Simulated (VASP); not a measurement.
Crystal: NiMoIrPdW.

```
Ni Mo Pd Ir W
1.0
     2.76609    0.00000    0.00000
    -1.38305    2.39551    0.00000
     0.00000    0.00000   11.02278
Ni Mo Pd Ir W
1 1 1 1 1
Direct
  0.33333 0.66667 0.59711
  0.00000 0.00000 0.41074
  0.66667 0.33333 0.79520
  0.66667 0.33333 0.19961
  0.33333 0.66667 0.99734
```

The cell was built by a generator and needn't be a form met in nature.

| Item | Value |
| --- | --- |
| Program | VASP 6.6.1 |
| Task | relaxation of cell and atoms |
| Functional | BLYP |
| Potentials or basis | VASP PAW PBE potentials, release 64 (Ni, Mo_sv, Pd, Ir, W_sv) |
| Cutoff | 600 eV |
| k mesh | 11 × 11 × 3 |
| Occupations | fermi-dirac, width 0.05 eV |
| Spin | collinear spin, ferromagnetic start |
| Starting moments | [1.0, 1.0, 0.0, 0.6, 0.0] μB |

At the start: pressure 12.7 GPa; volume 14.61 Å³/atom.

Q: Where does the relaxation end?

A: Over 13 steps the energy falls by 30.3 meV/atom and the volume is 15.38 Å³/atom (+5.3 %); space group P3m1 (No. 156, to 0.05 Å); moment 0.00 μB per cell.

The path:
```csv
step,energy change (eV),largest force (eV/Å),pressure (GPa),volume (Å³)
1,0.0000,0.3012,12.72,73.04
2,0.4618,0.5137,-19.01,85.99
3,-0.1462,0.2028,-0.39,77.01
4,-0.1464,0.1990,-0.23,76.90
5,-0.1464,0.1942,0.10,76.79
6,-0.1501,0.1186,0.20,76.81
7,-0.1503,0.0968,0.23,76.82
8,-0.1508,0.0551,-0.36,77.05
9,-0.1508,0.0569,-0.38,77.04
10,-0.1512,0.0251,-0.09,76.96
11,-0.1512,0.0321,-0.03,76.94
12,-0.1512,0.0225,0.03,76.93
13,-0.1513,0.0103,0.10,76.90
```

Final structure:
```cif
data_structure
_symmetry_space_group_name_H-M 'P 1'
_symmetry_Int_Tables_number 1
_cell_length_a 2.8214
_cell_length_b 2.8214
_cell_length_c 11.1553
_cell_angle_alpha 90.000
_cell_angle_beta 90.000
_cell_angle_gamma 120.000
_cell_volume 76.90
loop_
_atom_site_label
_atom_site_type_symbol
_atom_site_fract_x
_atom_site_fract_y
_atom_site_fract_z
_atom_site_occupancy
Ni1 Ni 0.33333 0.66667 0.59515 1
Mo1 Mo 0.00000 0.00000 0.41145 1
Pd1 Pd 0.66667 0.33333 0.79497 1
Ir1 Ir 0.66667 0.33333 0.19977 1
W1 W 0.33333 0.66667 0.99866 1
```

Caveat: the PAW data sets were made with another functional, which shifts forces and pressure a little.
